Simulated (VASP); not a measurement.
Output of a VASP run:

File OSZICAR:
```
       N       E                     dE             d eps       ncg     rms          rms(c)
DAV:   1     0.975333905570E+02    0.97533E+02   -0.68991E+03   910   0.122E+03
DAV:   2    -0.995710147927E-01   -0.97633E+02   -0.92112E+02   920   0.249E+02
DAV:   3    -0.644053884182E+01   -0.63410E+01   -0.62483E+01  1230   0.751E+01
DAV:   4    -0.665940158451E+01   -0.21886E+00   -0.21873E+00  1135   0.124E+01
DAV:   5    -0.666455742039E+01   -0.51558E-02   -0.51557E-02  1290   0.187E+00    0.633E+00
DAV:   6    -0.657052544867E+01    0.94032E-01   -0.56853E+00   938   0.690E+01    0.418E+00
DAV:   7    -0.632252826897E+01    0.24800E+00   -0.12378E+00  1005   0.420E+01    0.186E+00
DAV:   8    -0.632618117802E+01   -0.36529E-02   -0.99107E-02  1366   0.646E+00    0.663E-01
DAV:   9    -0.632019045528E+01    0.59907E-02   -0.25063E-02  1108   0.493E+00    0.245E-01
DAV:  10    -0.632029259376E+01   -0.10214E-03   -0.10009E-03  1045   0.264E-01    0.193E-01
DAV:  11    -0.632016825868E+01    0.12434E-03   -0.74009E-04  1296   0.911E-01    0.420E-02
DAV:  12    -0.632018585743E+01   -0.17599E-04   -0.13421E-04  1399   0.913E-02    0.479E-02
DAV:  13    -0.632018642740E+01   -0.56997E-06   -0.16999E-06  1369   0.161E-02    0.277E-02
DAV:  14    -0.632018541702E+01    0.10104E-05   -0.27855E-06  1335   0.430E-02    0.142E-02
DAV:  15    -0.632018491662E+01    0.50040E-06   -0.13895E-06  1420   0.304E-02    0.683E-03
DAV:  16    -0.632018468111E+01    0.23551E-06   -0.31426E-07   830   0.184E-02    0.175E-03
DAV:  17    -0.632018462716E+01    0.53954E-07   -0.84276E-08   490   0.922E-03
   1 F= -.63201846E+01 E0= -.63201846E+01  d E =0.000000E+00
```

File OUTCAR:
```
------------------------ aborting loop because EDIFF is reached ----------------------------------------
  FORCE on cell =-STRESS in cart. coord.  units (eV):
  Direction    XX          YY          ZZ          XY          YZ          ZX
  --------------------------------------------------------------------------------------
  Total       -0.0185602     -0.0185602     -0.0185602     -0.0000000      0.0000000      0.0000000
  in kB       -0.5683938     -0.5683938     -0.5683938     -0.0000000      0.0000000      0.0000000
  external PRESSURE =      -0.5683938 kB  Pullay stress =       0.0000000 kB
  volume of cell :       52.32
      direct lattice vectors                 reciprocal lattice vectors
     0.000000000  2.968508780  2.968508780    -0.168434738  0.168434738  0.168434738
     2.968508780  0.000000000  2.968508780     0.168434738 -0.168434738  0.168434738
     2.968508780  2.968508780  0.000000000     0.168434738  0.168434738 -0.168434738
  FREE ENERGIE OF THE ION-ELECTRON SYSTEM (eV)
  ---------------------------------------------------
  free  energy   TOTEN  =        -6.3201846272 eV

  energy  without entropy=       -6.3201846272  energy(sigma->0) =       -6.32018463

 total charge

# of ion       s       p       d       tot
------------------------------------------
    1        0.353   0.304   9.320   9.977
    2        1.489   2.759   0.064   4.312
--------------------------------------------------
tot          1.842   3.062   9.384  14.289
```
(Selected blocks of OUTCAR.)

POSCAR:
```
CuI
1
    0.0000000000     2.9685087804     2.9685087804
    2.9685087804     0.0000000000     2.9685087804
    2.9685087804     2.9685087804     0.0000000000
Cu I
1 1
Direct
  0.0000000000   0.0000000000   0.0000000000
  0.2500000000   0.2500000000   0.2500000000
```

### Question
Write an INCAR and KPOINTS that could have produced this output.

### Answer
One answer among several that fit: the input of the run itself, PBEsol GGA, plane waves, VASP's PBE PAW potentials (set 64).

File KPOINTS:
```
Automatic mesh
0
Gamma
9 9 9
0 0 0
```

**INCAR**
```
! general
SYSTEM  = CuI
PREC    = Accurate
ENCUT   = 400
LREAL   = .FALSE.   ! projection in real space or not
LASPH   = .TRUE.   ! aspherical one-centre terms

! electronic loop
EDIFF   = 1E-7   ! SCF stop (eV)
NELM    = 100
ALGO    = Normal
LMAXMIX = 4

! smearing
ISMEAR  = -5   ! tetrahedra, Bloechl

! functional
GGA     = PS

! ions
ISIF    = 2   ! forces and stress, cell fixed

! output
LWAVE   = .FALSE.
LCHARG  = .TRUE.
LORBIT  = 11
NEDOS   = 601   ! DOS grid
```

POTCAR, in this order: Cu I (PBE.64 set). Program: vasp_std.

The compound is CuI in the zinc blende structure. It was relaxed first, which changed the volume by -5 %.
